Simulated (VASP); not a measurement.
Input:

```
Au
1.0
    0.00000     2.04979     2.04979
    2.04979     0.00000     2.04979
    2.04979     2.04979     0.00000
Au
1
Direct
  0.00000   0.00000   0.00000
```

Method: PBE GGA with D3 dispersion (Becke-Johnson damping), VASP's PBE PAW potentials (set 64) (plane waves; VASP). Run with 520 eV cut-off, Gaussian smearing of 0.050 eV, potentials Au.

Unless said otherwise, spin-orbit coupling is left out, though it shifts the bands of the heavy elements here.

Estimate the band gap (along the path) with the smallest direct gap where there is one.

The band gap (along the path) is none (metal, semimetal or under 0.01 eV).

The compound is Au in the fcc structure. It was relaxed first.
